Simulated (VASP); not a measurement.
VASP runs on Cl (space group Cmce) share one base input (PBE GGA, plane waves, VASP's PBE PAW potentials (set 64)) and change the settings named in each case.

### POSCAR
```
Cl
1
    2.2357440000    -3.1140720000     0.0000000000
    2.2357440000     3.1140720000     0.0000000000
    0.0000000000     0.0000000000     8.2443060000
Cl
4
Direct
  0.8770000000   0.8770000000   0.8970000000
  0.6230000000   0.6230000000   0.3970000000
  0.3770000000   0.3770000000   0.6030000000
  0.1230000000   0.1230000000   0.1030000000
```

File KPOINTS:
```
Automatic mesh
0
Gamma
5 5 2
0.5 0.5 0.5
```

INCAR:
```
ALGO=Normal
EDIFF=1E-6
ENCUT=300
GGA=PE
ISIF=2
ISMEAR=-1
LASPH=.True.
LCHARG=.False.
LREAL=.False.
LWAVE=.False.
NELM=100
PREC=Accurate
SIGMA=0.02
SYSTEM=Cl
```

POTCAR, in this order: Cl (PBE.64 set). Program: vasp_std.

```tsv
change	E(σ→0) (eV/atom)	pressure (GPa)	largest force (eV/Å)	−TS (eV)
base run	-1.8244	-0.25	0.237	0.0000
ISYM = 0	-1.8244	-0.25	0.237	0.0000
SIGMA = 0.8	-1.6996	3.95	1.699	-3.4319
KPOINTS 22×22×10 Γ-centred mesh shifted by (0.5, 0.5, 0.5)	-1.8243	-0.26	0.237	0.0000
KPOINTS 4×4×2 Γ-centred mesh shifted by (0.5, 0.5, 0.5)	-1.8241	-0.25	0.235	0.0000
ENCUT = 180	-1.8415	-18.55	0.083	0.0000
IVDW = 12	-1.9777	-1.30	0.222	0.0000
```
 Energies of different potentials or functionals have different zeros.

Left out are runs that ran out of time, are held back, or changed the cell or the kind of run, fixed moments of cells without a moment, rows past the twelfth, gaps on odd meshes, pressures of charged cells and columns that move by less than the noise.

The structure is a typed Cl crystal. The cell was not relaxed at this level, forces remain on its atoms, its lattice was scaled by up to 2.5 %.
